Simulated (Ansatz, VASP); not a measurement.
**HfGe in two plane-wave programs**

Wanted: the spread between two codes on one cell, functional and k mesh. The cell is generated by rule, not measured, and may not be a known phase. Of the first pair: The cell is taken from a series of runs on this material, whose earlier steps may have relaxed, scaled, displaced or heated it; both programs get it as it stands.

Main program and level: Ansatz 0.2.0; plane waves, with VASP 6.6.1 beside it; relaxation of cell and atoms at PBEsol.

## Step 1: The structure

Symmetry: P6_3/mmc, No. 194, hexagonal system. Conventional cell: a = 4.583 Å, b = 4.583 Å, c = 5.277 Å, α = 90.00°, β = 90.00°, γ = 120.00°. Hf has 5 Ge at 2.64 to 2.65 Å nearest. Nearest to Ge lie 5 Hf at 2.64 to 2.65 Å. Farther neighbours are not listed.

## Step 2: Ansatz: relaxation of cell and atoms, PBEsol, pair 1

Ansatz runs on norm-conserving files, of PseudoDojo where its log says so.

The relaxed volume is the usual yardstick between codes: in a stiff, nearly cubic crystal its relative difference is about their pressure difference at one cell divided by the bulk modulus.

Contents of input.yaml:

```yaml
crystal:
  lattice:
    - [4.5826278453, -3.1801e-06, 0.0]
    - [-2.2913111686, 3.9686737202, 0.0]
    - [0.0, 0.0, 5.2774538066]
  atoms:
    - { symbol: Hf, position: [0.3333333333, 0.6666666667, -0.0625] }
    - { symbol: Hf, position: [0.6666666667, 0.3333333333, 0.4375] }
    - { symbol: Ge, position: [0.3333333333, 0.6666666667, 0.4375] }
    - { symbol: Ge, position: [0.6666666667, 0.3333333333, 0.9375] }
kpoints:
  mp_grid: { grid: [12, 12, 8] }
hamiltonian:
  xc: pbesol
  pseudopotentials: { kind: nc }
scf:
  occupations: { method: methfessel_paxton, width: 0.2 }
output:
  forces: true
  stress: true
  eigenvalues: true
relax:
  adjacent_minimum: "off"
  f_tol: 0.001
  max_steps: 60
  cell: { stress_tol: 0.01 }
```

Launch:

```bash
$ ansatz run input.yaml --threads 4 --pin off --max-ram 7168MiB --backend cpu --events-out ev --progress --plain --runs-dir out
```

Numbers of over 12 decimals in the logs are rounded to 6 here.

The log of the run:

```text
Engine: ansatz 0.2.0, aarch64-unknown-linux-gnu
Pseudopotentials: kind: nc
Pseudopotential: Hf, nc, valence charge 12, recommended cutoff 789.130201 eV (normal), Hf.nc.azcp (PseudoDojo's, or run here from an input of PseudoDojo's: the run reads no file of this project's for it)
Pseudopotential: Ge, nc, valence charge 14, recommended cutoff 1061.244064 eV (normal), Ge.nc.azcp (PseudoDojo's, or run here from an input of PseudoDojo's: the run reads no file of this project's for it)
Functional definition: PBEsol
  exchange = pbesol_x
  correlation = pbesol_c
Crystal: 4 atoms, lattice volume = 95.981 Å³
Basis set: ecut = 1061.244064 eV, 7433 PW (Γ), exchange–correlation on 100×100×120 points (8 copies of the dense FFT grid, shifted against one another)
Bands: 32, of which v1, the nominal top of the filled ones, is band 26 counted from 1 (25 counted from 0)
Symmetry: 24 space group operations
Space group: P63/mmc (ITA 194), of the structure as read, at distance tolerance 4.6e-5 Å
k-points: 95 of 1152
Non-local potential: Hf, projectors of the file, l = 0: 2, l = 1: 2, l = 2: 2, l = 3: 2
Non-local potential: Ge, projectors of the file, l = 0: 2, l = 1: 2, l = 2: 2
Initial density: superposition of atomic densities (chi_scale 0.1, normalization cell, long waves kept (reshape's long-wave potential 0.00 eV rms))
Initial wavefunctions: pseudopotential atomic-orbital guess
Functional: x = pbesol(κ = 0.804, μ = 0.123457), c = pbesol(β = 0.046)
SCF iter   1: F=—  HF=-7924.603554 eV  |F-HF|=—  |Δ(HF+E_count)|=         —  Δρ=4.80e-2  dr2=1.77e0  ethr=3.10e-3  ⟨swp⟩=6.3  Hψ=13370  notcnv=0
preconditioner: auto → Kerker (q_TF=auto, 2.463 Å⁻¹)  [metal: Δε(μ)=0.037 eV  Ē_g=16.127 eV  σ=0.200 eV  W_gap=0.15  n_scr=22 (ndim 8)  ℏωp=22.7 eV  f_vac=0.001  D(μ)=0.48/eV (n_scr^D=0)]
SCF iter   2: F=—  HF=-7924.136718 eV  |F-HF|=—  |Δ(HF+E_count)|=   4.67e-1  S|Δr|=    0.00e0  Δρ=2.69e-2  dr2=7.04e-1  ethr=3.10e-3  ⟨swp⟩=1.6  Hψ=4391  notcnv=0  defer=3
SCF iter   3: F=—  HF=-7923.957112 eV  |F-HF|=—  |Δ(HF+E_count)|=   1.80e-1  S|Δr|=    0.00e0  Δρ=8.75e-3  dr2=8.00e-2  ethr=1.35e-3  ⟨swp⟩=2.0  Hψ=5040  notcnv=0  defer=4
SCF iter   4: F=—  HF=-7923.944440 eV  |F-HF|=—  |Δ(HF+E_count)|=   1.27e-2  S|Δr|=    0.00e0  Δρ=7.85e-3  dr2=2.71e-2  ethr=1.54e-4  ⟨swp⟩=2.8  Hψ=5322  notcnv=0  defer=3
SCF iter   5: F=—  HF=-7923.933721 eV  |F-HF|=—  |Δ(HF+E_count)|=   1.07e-2  S|Δr|=    0.00e0  Δρ=1.51e-3  dr2=2.15e-3  ethr=5.22e-5  ⟨swp⟩=2.4  Hψ=5252  notcnv=0  defer=29
SCF iter   6: F=—  HF=-7923.933547 eV  |F-HF|=—  |Δ(HF+E_count)|=   1.74e-4  S|Δr|=    0.00e0  Δρ=4.60e-4  dr2=2.08e-4  ethr=4.14e-6  ⟨swp⟩=2.6  Hψ=5448  notcnv=0  defer=31
SCF iter   7: F=—  HF=-7923.933564 eV  |F-HF|=—  |Δ(HF+E_count)|=   1.69e-5  S|Δr|=    0.00e0  Δρ=6.70e-5  dr2=4.69e-6  ethr=4.01e-7  ⟨swp⟩=2.5  Hψ=4845  notcnv=0  defer=32
SCF iter   8: F=—  HF=-7923.933475 eV  |F-HF|=—  |Δ(HF+E_count)|=   8.87e-5  S|Δr|=    0.00e0  Δρ=8.41e-6  dr2=7.35e-8  ethr=1.92e-10  ⟨swp⟩=12.4  Hψ=21999  notcnv=0
SCF iter   9: F=-7923.933475 eV  HF=-7923.933475 eV  |F-HF|=3.90e-9  |Δ(HF+E_count)|=   6.26e-8  S|Δr|=    0.00e0  Δρ=1.97e-6  dr2=4.13e-9  ethr=1.41e-10  ⟨swp⟩=3.0  Hψ=11977  notcnv=0
SCF 1 converged in 9 iterations: F = -7923.933475 eV  dr2 = 4.13e-9
relax step   1: F+E_penalty+E_count = -7923.93347542 eV  Δ(F+E_penalty+E_count) = +0.000e0 eV  max|allowed force component| = 9.021e-17 eV/Å  Δτ_max = 0.0000 Å  P = -0.005 GPa  Ω = 95.981 Å³  (9 SCF iters, dr2 threshold 1.00e-7 eV, accepted)
Initial density: handed on by an earlier stage of this run
Initial wavefunctions: pseudopotential atomic-orbital guess (no wavefunctions were taken with the density)
iter 1 solved again at ethr=5.78e-8 eV; its pass at ethr=3.10e-3 eV (dr2=3.01e-5 eV) is discarded
SCF iter   1: F=—  HF=-7923.933584 eV  |F-HF|=—  |Δ(HF+E_count)|=         —  Δρ=2.08e-6  dr2=3.79e-9  ethr=5.78e-8  ⟨swp⟩=5.4  Hψ=26829  notcnv=0
eigensolver tolerance schedule: the retry pair's looser diagonalisation over-reported the residual by 7935.54 of it (diagonalisation noise at 0.17 of the residual, at the tolerance the schedule requests for it); recorded, not acted on — ethr = c·dr2/N_el stays at c = 1.0e-1
preconditioner: auto → Kerker (q_TF=auto, 2.463 Å⁻¹)  [metal: Δε(μ)=0.046 eV  Ē_g=5.878 eV  σ=0.200 eV  W_gap=0.19  n_scr=22 (ndim 8)  ℏωp=15.2 eV  f_vac=0.037  D(μ)=0.56/eV (n_scr^D=0)]
SCF iter   2: F=—  HF=-7923.933475 eV  |F-HF|=—  |Δ(HF+E_count)|=   1.09e-4  S|Δr|=    0.00e0  Δρ=1.56e-6  dr2=2.53e-9  ethr=7.29e-12  ⟨swp⟩=3.9  Hψ=9104  notcnv=0
SCF iter   3: F=—  HF=-7923.933475 eV  |F-HF|=—  |Δ(HF+E_count)|=   1.49e-9  S|Δr|=    0.00e0  Δρ=7.71e-7  dr2=7.00e-10  ethr=4.86e-12  ⟨swp⟩=2.1  Hψ=3498  notcnv=0
SCF iter   4: F=—  HF=-7923.933475 eV  |F-HF|=—  |Δ(HF+E_count)|=  7.54e-10  S|Δr|=    0.00e0  Δρ=4.72e-7  dr2=9.83e-11  ethr=1.35e-12  ⟨swp⟩=2.3  Hψ=4245  notcnv=0
SCF iter   5: F=—  HF=-7923.933475 eV  |F-HF|=—  |Δ(HF+E_count)|=  3.18e-11  S|Δr|=    0.00e0  Δρ=1.88e-7  dr2=1.55e-11  ethr=1.00e-12  ⟨swp⟩=1.2  Hψ=3067  notcnv=0
SCF iter   6: F=—  HF=-7923.933475 eV  |F-HF|=—  |Δ(HF+E_count)|=  4.55e-12  S|Δr|=    0.00e0  Δρ=6.25e-8  dr2=2.00e-12  ethr=1.00e-12  ⟨swp⟩=1.3  Hψ=3076  notcnv=0
SCF iter   7: F=-7923.933475 eV  HF=-7923.933475 eV  |F-HF|=1.82e-12  |Δ(HF+E_count)|=  1.82e-12  S|Δr|=    0.00e0  Δρ=1.32e-8  dr2=9.54e-14  ethr=1.00e-12  ⟨swp⟩=9.3  Hψ=16722  notcnv=0
SCF 2 converged in 7 iterations: F = -7923.933475 eV  dr2 = 9.54e-14
relax step   2: F+E_penalty+E_count = -7923.93347543 eV  Δ(F+E_penalty+E_count) = -4.411e-10 eV  max|allowed force component| = 1.966e-16 eV/Å  Δτ_max = 0.0000 Å  P = -0.005 GPa  Ω = 95.981 Å³  stress off target by 6.62e-3 GPa  SCF on the basis re-selected at this cell (its energy is not comparable with the rows above)  (7 SCF iters)
basis re-selected at this cell: Δ(F+E_penalty+E_count) = -4.411e-10 eV, ΔP = +0.000 GPa vs the last step (what re-selecting the basis moved, of the pressure what is left beyond the Pulay correction that the steps carried, after the strain that the cell walked since its last selection, with what the two solves' SCF thresholds leave and, on support functions, any second-order correction that the steps lacked; it is no  [...]
SCF converged after 7 iterations
Stability not checked: this state was not tested for a lower state beside it, because cold or Methfessel-Paxton smearing, or corrected tetrahedra, fill the levels in a way that the test cannot read (fill_not_monotonic; see scf.lower_state_search)
Free energy (F): -7923.933475 eV
Harris-Foulkes:  -7923.933475 eV  (|F-HF|=1.82e-12)
Internal energy: -7923.933940 eV  (E = F + TS)
E sigma→0 (E₀):  -7923.933592 eV
Entropy (-TS):   0.000464 eV (0.116 meV/atom)
Fermi energy:    10.403865 eV
--- Per-component energies (eV) ---
  E_band       = -601.819979
  E_kinetic    = 4424.630289
  E_local      = -5565.739428  (includes V_loc(G=0)·N_el)
  E_nonlocal   = -2415.392574
  E_hartree    = 2119.868692
  E_xc         = -1945.574892
  E_vxc        = -1285.055669  (∫ρ·V_xc dr)
  E_ewald      = -4541.726027
  E_smearing   = 0.000464  (= −TS)
  E_closure    = 0.000000  (closes the sum)
  Σ components = -7923.933475   (vs F -7923.933475, Δ=0.00e0)
--- Forces (eV/Å), atoms counted from 1 ---
  atom   1  Hf     0.00000000     0.00000000     0.00000000
  atom   2  Hf    -0.00000000    -0.00000000     0.00000000
  atom   3  Ge     0.00000000     0.00000000     0.00000000
  atom   4  Ge    -0.00000000     0.00000000     0.00000000
  max |Σ_I F_I| component: 1.02e-16 eV/Å
--- Stress (GPa, compression-positive) ---
       -0.006620       0.000000       0.000000
        0.000000      -0.006620       0.000000
        0.000000       0.000000      -0.000894
  P = ⅓ Tr σ = -0.0047 GPa (-0.047 kbar)
--- Band table (eV; the first three rows and the last of 95) ---
  k-point 0: bands = [... 22 lower, 8.4961, 8.8044, 8.8044, 10.8317, 10.8317, 11.8282, 13.2458, 13.2504, ... 2 higher]
  k-point 1: bands = [... 22 lower, 8.4515, 8.6953, 8.6953, 11.0580, 11.0580, 11.2624, 12.9302, 13.3549, ... 2 higher]
  k-point 2: bands = [... 22 lower, 8.3502, 8.4845, 8.4845, 10.0123, 11.6079, 11.6079, 12.9982, 13.5462, ... 2 higher]
  k-point 94: bands = [... 22 lower, 8.2976, 8.2976, 9.3511, 9.3511, 11.2631, 11.2631, 13.2989, 13.2989, ... 2 higher]
--- Relaxed structure (1 steps of the walk, 1 accepted, 1 SCFs on fresh bases) ---
  F+E_penalty+E_count = -7923.93347543 eV   max|allowed force component| = 1.966e-16 eV/Å   (the final SCF, on the basis selected at the relaxed cell)
  cell:  # Å, volume = 95.9808 Å³
    - [4.582628, -3.1801015088540487e-6, 0.0]
    - [-2.291311, 3.968674, 0.0]
    - [0.0, 0.0, 5.2774538066]
  atoms:
    - { symbol: Hf, position: [0.333333, 0.666667, -0.0625] }
    - { symbol: Hf, position: [0.666667, 0.333333, 0.4375] }
    - { symbol: Ge, position: [0.333333, 0.666667, 0.4375] }
    - { symbol: Ge, position: [0.666667, 0.333333, 0.9375] }
```

## Step 3: VASP: relaxation of cell and atoms, PBEsol, pair 1

The same cell, functional, mesh and smearing now go to VASP, with its own data sets.

Lines of VASP's logs that name or quote its potential files are left out, and so is its time.

Contents of INCAR:

```
SYSTEM = HfGe
PREC = Accurate
ENCUT = 500
EDIFF = 1E-07
NELM = 120
ISMEAR = 1
SIGMA = 0.2
LREAL = .FALSE.
ALGO = Normal
GGA = PS
NBANDS = 30
LASPH = .TRUE.
LORBIT = 11
LWAVE = .FALSE.
LCHARG = .FALSE.
ISIF = 3
IBRION = 2
NSW = 80
EDIFFG = -0.005
GGA_COMPAT = .FALSE.
NELMIN = 4
KPAR = 2
```

Contents of POSCAR:

```
HfGe
1.0
    4.5826280000     -0.0000030000      0.0000000000
   -2.2913110000      3.9686740000      0.0000000000
    0.0000000000      0.0000000000      5.2774540000
Hf Ge
2 2
Direct
    0.3333332493      0.6666664987      0.9374999763
    0.6666666247      0.3333332493      0.4374999763
    0.3333332493      0.6666664987      0.4374999763
    0.6666666247      0.3333332493      0.9374999763
```

Contents of KPOINTS:

```
Automatic mesh
0
Gamma
12 12 8
0 0 0
```

PAW data sets: Hf_pv and Ge_d (PBE family, release 64).

Launch:

```bash
$ mpirun -np 2 vasp_std
```

The log of the run:

```text
[banner, memory and clock lines left out]
running    2 mpi-ranks, on    1 nodes
 distrk:  each k-point on    1 cores,    2 groups
 distr:  one band on    1 cores,    1 groups

 POSCAR found type information on POSCAR HfGe
 POSCAR found :  2 types and       4 ions
|                                                                             |
|               ----> ADVICE to this user running VASP <----                  |
|                                                                             |
|     You enforced a specific xc type in the INCAR file but a different       |
|     [... a line on the potential file left out ...]
|     I HOPE YOU KNOW WHAT YOU ARE DOING!                                     |
|                                                                             |

 LDA part: xc-table for (Slater+PW92), standard interpolation
 POSCAR, INCAR and KPOINTS ok, starting setup
 FFT: planning ... GRIDC
 FFT: planning ... GRID_SOFT
 FFT: planning ... GRID
 WAVECAR not read
 entering main loop
       N       E                     dE             d eps       ncg     rms          rms(c)
DAV:   1     0.422588184444E+03    0.42259E+03   -0.24192E+04  6742   0.329E+03
DAV:   2     0.325371273352E+02   -0.39005E+03   -0.37606E+03  5738   0.775E+02
DAV:   3    -0.306831968435E+02   -0.63220E+02   -0.61292E+02  6694   0.180E+02
DAV:   4    -0.340537089659E+02   -0.33705E+01   -0.33434E+01  7022   0.446E+01
DAV:   5    -0.341633041385E+02   -0.10960E+00   -0.10951E+00  6988   0.854E+00    0.612E+01
DAV:   6    -0.320367609462E+02    0.21265E+01   -0.50688E+00  7928   0.129E+01    0.369E+01
DAV:   7    -0.318641213633E+02    0.17264E+00   -0.26560E+00  6442   0.925E+00    0.607E+00
DAV:   8    -0.317892567392E+02    0.74865E-01   -0.57191E-01  7264   0.422E+00    0.152E+00
DAV:   9    -0.317875245937E+02    0.17321E-02   -0.30436E-02  7242   0.210E+00    0.183E-01
DAV:  10    -0.317875803485E+02   -0.55755E-04   -0.22996E-03  7202   0.474E-01    0.213E-01
DAV:  11    -0.317875313783E+02    0.48970E-04   -0.69039E-04  7560   0.258E-01    0.878E-02
DAV:  12    -0.317875244821E+02    0.68962E-05   -0.51485E-05  7966   0.413E-02    0.492E-03
DAV:  13    -0.317875252872E+02   -0.80516E-06   -0.40882E-06  6984   0.115E-02    0.129E-02
DAV:  14    -0.317875252988E+02   -0.11607E-07   -0.57470E-07  5832   0.424E-03
   1 F= -.31787525E+02 E0= -.31787696E+02  d E =-.317875E+02
[...]
2 F= -.31787482E+02 E0= -.31787624E+02  d E =0.431682E-04
[...]
3 F= -.31788144E+02 E0= -.31788300E+02  d E =-.618938E-03
[...]
4 F= -.31788144E+02 E0= -.31788300E+02  d E =-.618522E-03
[...]
5 F= -.31788153E+02 E0= -.31788307E+02  d E =-.905717E-05
 trial-energy change:   -0.000009  1 .order   -0.000009   -0.000055    0.000037
 step:   0.5371(harm=  0.5371)  dis= 0.00000  next Energy=   -31.788160 (dE=-0.166E-04)
 bond charge predicted
       N       E                     dE             d eps       ncg     rms          rms(c)
DAV:   1    -0.317882190818E+02   -0.66122E-04   -0.12764E-03  5784   0.257E-01    0.629E-02
DAV:   2    -0.317881776481E+02    0.41434E-04   -0.67880E-05  7698   0.913E-02    0.301E-02
DAV:   3    -0.317881600462E+02    0.17602E-04   -0.27802E-05  7936   0.417E-02    0.555E-03
DAV:   4    -0.317881604410E+02   -0.39480E-06   -0.69194E-06  6412   0.170E-02    0.580E-03
DAV:   5    -0.317881603987E+02    0.42230E-07   -0.22698E-07  4984   0.368E-03
   6 F= -.31788160E+02 E0= -.31788315E+02  d E =-.165783E-04
 curvature:  -0.27 expect dE=-0.907E-06 dE for cont linesearch -0.206E-06
 trial: gam= 0.00000 g(F)=  0.246E-41 g(S)=  0.339E-05 ort =-0.688E-05 (trialstep = 0.824E+00)
 search vector abs. value=  0.339E-05
 reached required accuracy - stopping structural energy minimisation
```

From OUTCAR (step 3):

```text
ion  position               nearest neighbor table
   1  0.333  0.667  0.937-   3 2.64   3 2.64   4 2.65   4 2.65   4 2.65   2 3.74   2 3.74   2 3.74
                             2 3.74   2 3.74   2 3.74
   2  0.667  0.333  0.437-   4 2.64   4 2.64   3 2.65   3 2.65   3 2.65   1 3.74   1 3.74   1 3.74
                             1 3.74   1 3.74   1 3.74
   3  0.333  0.667  0.437-   1 2.64   1 2.64   2 2.65   2 2.65   2 2.65
   4  0.667  0.333  0.937-   2 2.64   2 2.64   1 2.65   1 2.65   1 2.65

  LATTYP: Found a hexagonal cell.
 ALAT       =     4.5826280000
 C/A-ratio  =     1.1516217332

 Subroutine GETGRP returns: Found 24 space group operations
 (whereof  6 operations were pure point group operations)

The static configuration has the point symmetry C_3v.
 The point group associated with its full space group is D_6h.

 Found     95 irreducible k-points:

   k-points           NKPTS =     95   k-points in BZ     NKDIM =     95   number of bands    NBANDS=     30

   dimension x,y,z NGX =    36 NGY =   36 NGZ =   40
   dimension x,y,z NGXF=    72 NGYF=   72 NGZF=   80

   ENCUT  =  500.0 eV  36.75 Ry    6.06 a.u.   8.36  8.36  9.62*2*pi/ulx,y,z

   NELECT =      48.0000    total number of electrons

 k-points in reciprocal lattice and weights: Automatic mesh
   0.00000000  0.00000000  0.00000000       0.001
   0.08333333  0.00000000  0.00000000       0.005
   0.16666667  0.00000000  0.00000000       0.005
   0.25000000  0.00000000  0.00000000       0.005
   0.33333333  0.00000000  0.00000000       0.005
   0.41666667  0.00000000  0.00000000       0.005
   0.50000000  0.00000000  0.00000000       0.003
   0.08333333  0.08333333  0.00000000       0.005
   0.16666667  0.08333333  0.00000000       0.010
[...]
0.33333333  0.25000000  0.50000000       0.010
   0.33333333  0.33333333  0.50000000       0.002

 average (electrostatic) potential at core
       1 -38.4806       2 -38.4806       3 -73.9195       4 -73.9195

 E-fermi :   3.7507

 k-point     1 :       0.0000    0.0000    0.0000
  band No.  band energies     occupation
    ...
     19       1.6941      2.00000
     20       1.8441      2.00000
     21       1.8441      2.00000
     22       2.1434      2.00000
     23       2.1434      2.00000
     24       4.1786     -0.00994
     25       4.1786     -0.00994
     26       5.1931     -0.00000
     27       6.6036     -0.00000
     28       6.6036     -0.00000
    ...

 k-point     2 :       0.0833    0.0000    0.0000
  band No.  band energies     occupation
    ...
     19       1.7037      2.00000
     20       1.7391      2.00000
     21       1.8534      2.00000
     22       2.0591      2.00000
     23       2.2461      2.00000
     24       4.0380     -0.06074
     25       4.1254     -0.02355
     26       5.3355     -0.00000
     27       6.6452     -0.00000
     28       6.6768     -0.00000
    ...

 k-point     3 :       0.1667    0.0000    0.0000
  band No.  band energies     occupation
    ...
     20       1.7363      2.00000
     21       1.9104      2.00000
     22       1.9247      2.00000
     23       2.5159      2.00000
     24       3.7059      1.36879
     25       3.9937     -0.07088
     26       5.6269     -0.00000
     27       6.7484     -0.00000
     28       6.8626     -0.00000
     29       6.9327     -0.00000
    ...

  Total       -0.0037531     -0.0037531     -0.0159033     -0.0000000     -0.0000000      0.0000000
  in kB       -0.0629427     -0.0629427     -0.2667134     -0.0000000     -0.0000000      0.0000000
  external PRESSURE =      -0.1308663 kB  Pullay stress =       0.0000000 kB

  energy-cutoff  :      500.00
  volume of cell :       95.53
      direct lattice vectors                 reciprocal lattice vectors
     4.574526257 -0.000002996 -0.000000000     0.218601954  0.126209677  0.000000000
    -2.287260134  3.961657681 -0.000000000     0.000000165  0.252419684  0.000000000
     0.000000000 -0.000000000  5.271457007     0.000000000  0.000000000  0.189700874

 POSITION                                       TOTAL-FORCE (eV/Angst)
 -----------------------------------------------------------------------------------
      0.00000      2.64110      4.94199         0.000000     -0.000000     -0.000000
      2.28726      1.32055      2.30626        -0.000000      0.000000     -0.000000
      0.00000      2.64110      2.30626        -0.000000     -0.000000      0.000000
      2.28726      1.32055      4.94199         0.000000      0.000000      0.000000
 -----------------------------------------------------------------------------------
    total drift:                                0.000000      0.000682      0.000000

  FREE ENERGIE OF THE ION-ELECTRON SYSTEM (eV)
  ---------------------------------------------------
  free  energy   TOTEN  =       -31.7881603987 eV

  energy  without entropy=      -31.7886254777  energy(sigma->0) =      -31.78831543

 reached required accuracy - stopping structural energy minimisation

 total charge
# of ion       s       p       d       tot
------------------------------------------
    1        0.314   6.386   1.587   8.287
    2        0.314   6.386   1.587   8.287
    3        1.151   1.463   9.996  12.610
    4        1.151   1.463   9.996  12.610
--------------------------------------------------
tot          2.931  15.698  23.166  41.795

[... 3 further parts left out ...]
```

CONTCAR:

```
HfGe
   1.00000000000000
     4.5745262566471112   -0.0000029955162315   -0.0000000000000000
    -2.2872601343374783    3.9616576809488770   -0.0000000000000000
     0.0000000000000000   -0.0000000000000000    5.2714570071344191
  Hf              Ge
     2     2
Direct
     0.3333332492999972    0.6666664987000033    0.9374999763000034
     0.6666666246999995    0.3333332492999972    0.4374999763000034
     0.3333332492999972    0.6666664987000033    0.4374999763000034
     0.6666666246999995    0.3333332492999972    0.9374999763000034
```

(Continued in part 2 of 2.)

[Lines on the potential files, build, host, timing and source positions are cut from VASP's logs without a mark.]

[Logs are printed without paths, hosts, clocks, repeated set-up lines and the standing remarks that a program may print on its own settings, such as how far it seeks lower states.]

[Hosts, paths, dates, database ids (printed as entryN), source tags and the programs' standing remarks are cut or masked in the printed files.]
